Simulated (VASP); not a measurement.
Crystal: Hf3SnS4.

```
CELL_PARAMETERS angstrom
3.84293 0.00000 0.00000
0.00000 3.84293 0.00000
0.00000 0.00000 14.25854
ATOMIC_POSITIONS crystal
Hf 0.00000 0.00000 0.24937
Hf 0.00000 0.00000 0.50000
Hf 0.00000 0.00000 0.75063
Sn 0.00000 0.00000 0.00000
S 0.50000 0.50000 0.11783
S 0.50000 0.50000 0.37379
S 0.50000 0.50000 0.62621
S 0.50000 0.50000 0.88217
```

The cell was built by a generator and needn't be a form met in nature.

| Property | Result |
| --- | --- |
| Program | VASP 6.6.1 |
| Task | relaxation of cell and atoms |
| Functional | PBE |
| Potentials or basis | VASP PAW PBE potentials, release 64 (Hf_pv, Sn_d, S) |
| Cutoff | 520 eV |
| k mesh | 4 × 4 × 1 |
| Occupations | gaussian, width 0.15 eV |
| Spin | no spin polarisation |

At the start: pressure -19.1 GPa; volume 26.32 Å³/atom.

Where does the relaxation end?

Over 20 steps the energy falls by 1100.3 meV/atom and the volume is 18.41 Å³/atom (-30.1 %); space group P4/mmm (No. 123, to 0.05 Å).

Step by step:
```tsv
step	energy change (eV)	largest force (eV/Å)	pressure (GPa)	volume (Å³)
1	0.0000	1.8602	-19.08	210.57
2	-6.4652	3.2845	11.64	128.75
3	-6.6980	3.2408	1.14	137.80
4	-7.6041	1.7575	4.26	134.36
5	-7.7372	0.8799	7.80	132.36
6	-8.0809	0.7678	-4.49	147.83
7	-8.1114	0.7551	-2.11	144.08
8	-8.2895	0.8347	-1.05	143.61
9	-8.4726	1.0233	1.20	142.79
10	-8.3548	1.2786	7.27	141.11
11	-8.5077	1.0835	2.57	142.38
12	-8.6277	0.8738	1.53	144.08
13	-8.7478	0.6655	-1.28	149.13
14	-8.7550	0.5883	-0.82	148.19
15	-8.7776	0.4615	-0.40	147.51
16	-8.7922	0.2129	0.79	146.10
17	-8.8020	0.0634	0.34	147.07
18	-8.8021	0.1173	-0.18	147.58
19	-8.8024	0.0859	-0.28	147.42
20	-8.8024	0.0667	-0.16	147.27
```

Final structure:
```xyz
8
Lattice="3.2184 0.0000 0.0000 0.0000 3.2184 0.0000 0.0000 0.0000 14.2174" Properties=species:S:1:pos:R:3 pbc="T T T"
Hf    0.0000    0.0000    3.8458
Hf    0.0000    0.0000    7.1087
Hf    0.0000    0.0000   10.3716
Sn    0.0000    0.0000    0.0000
S     1.6092    1.6092    2.5253
S     1.6092    1.6092    5.5805
S     1.6092    1.6092    8.6368
S     1.6092    1.6092   11.6921
```

Caveat: the k mesh is coarse (spacing up to 0.44 Å⁻¹), so the values aren't converged; the volume moved by over 15 % at a fixed basis, so the end points are rough.
